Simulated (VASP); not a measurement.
Input for VASP

### INCAR
```
# general
SYSTEM =InSb
PREC   =Accurate
ENCUT  =300
LREAL  =.FALSE.   # projection in real space or not
LASPH  =.TRUE.

# electronic loop
EDIFF  =1E-6   # SCF stop (eV)
NELM   =100   # most electronic steps
ALGO   =Normal
LMAXMIX=4   # l cut-off of mixed one-centre charges

# smearing
ISMEAR =-1
SIGMA  =0.02   # width (eV)

# functional
GGA    =PS

# ions
ISIF   =2

# output
LWAVE  =.FALSE.
LCHARG =.FALSE.
```

POSCAR:
```
InSb
1
    0.0000000000     3.2400000000     3.2400000000
    3.2400000000     0.0000000000     3.2400000000
    3.2400000000     3.2400000000     0.0000000000
In Sb
1 1
Direct
 -0.0092360000   0.0008190000   0.0058750000
  0.2592360000   0.2491810000   0.2441250000
```

KPOINTS:
```
Automatic mesh
0
G
  5 5 5
0 0 0
```

POTCAR, in this order: In_d Sb (PBE.64 set). Program: vasp_std.

Q: Translate this PBEsol calculation to Quantum ESPRESSO's pw.x.

A: One equivalent input (not run):
```
&CONTROL
  calculation = 'scf'
  pseudo_dir = './pseudo'
  outdir = './out'
  tprnfor = .true.
  tstress = .true.
/
&SYSTEM
  ibrav = 0
  nat = 2
  ntyp = 2
  ecutwfc = 80
  occupations = 'smearing'
  smearing = 'fermi-dirac'
  degauss = 0.00147
  input_dft = 'pbesol'
/
&ELECTRONS
  conv_thr = 7.3e-08
  electron_maxstep = 100
/
ATOMIC_SPECIES
  In 114.818 In.upf
  Sb 121.760 Sb.upf
CELL_PARAMETERS angstrom
     0.0000000    3.2400000    3.2400000
     3.2400000    0.0000000    3.2400000
     3.2400000    3.2400000    0.0000000
ATOMIC_POSITIONS crystal
  In  -0.0092360  0.0008190  0.0058750
  Sb   0.2592360  0.2491810  0.2441250
K_POINTS automatic
  5 5 5 0 0 0
```
The two are equivalent in intent, not identical: the potentials are each code's own (VASP's PAW set, PseudoDojo norm-conserving files in pw.x), so ENCUT and ecutwfc are chosen apart and not converted; conv_thr bounds pw.x's estimated SCF error, while EDIFF bounds the energy change between steps.

The structure is a typed InSb crystal (F-43m). The cell was not relaxed at this level, atoms are displaced from their ideal sites.
